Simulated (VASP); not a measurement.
Input for VASP

**INCAR**
```
SYSTEM = W
PREC = Accurate; ENCUT = 520; LREAL = .FALSE.
LASPH = .TRUE.
EDIFF = 1E-7; NELM = 100; ALGO = Normal
LMAXMIX = 6
ISMEAR = 1; SIGMA = 0.1
GGA = 91
ISIF = 2
LWAVE = .FALSE.; LCHARG = .FALSE.
```

KPOINTS:
```
Automatic mesh
0
Gamma
16 16 16
0 0 0
```

POSCAR:
```
W
2.8186960
 -0.5773502133   0.5773502133   0.5773502133
  0.5773502133  -0.5773502133   0.5773502133
  0.5773502133   0.5773502133  -0.5773502133
W
1
Cartesian
  0.0000000000   0.0000000000   0.0000000000
```

POTCAR, in this order: W_sv (PBE.64 set). Program: vasp_std.

**Question.** Write an equivalent input for Quantum ESPRESSO's pw.x.

**Answer.** One equivalent input (not run):
```
&CONTROL
  calculation = 'scf'
  pseudo_dir = './pseudo'
  outdir = './out'
  tprnfor = .true.
  tstress = .true.
/
&SYSTEM
  ibrav = 0
  nat = 1
  ntyp = 1
  ecutwfc = 74
  occupations = 'smearing'
  smearing = 'methfessel-paxton'
  degauss = 0.00735
  input_dft = 'pw91'
/
&ELECTRONS
  conv_thr = 7.3e-09
  electron_maxstep = 100
/
ATOMIC_SPECIES
  W 183.840 W.upf
CELL_PARAMETERS angstrom
    -1.6273747    1.6273747    1.6273747
     1.6273747   -1.6273747    1.6273747
     1.6273747    1.6273747   -1.6273747
ATOMIC_POSITIONS crystal
  W    0.0000000  0.0000000  0.0000000
K_POINTS automatic
  16 16 16 0 0 0
```
Limits of the translation: the potentials are each code's own (VASP's PAW set, PseudoDojo norm-conserving files in pw.x), so ENCUT and ecutwfc are chosen apart and not converted; conv_thr bounds pw.x's estimated SCF error, while EDIFF bounds the energy change between steps.

The compound is W in the bcc structure. This cell is one point of a volume scan, at 1.06 of the reference volume.
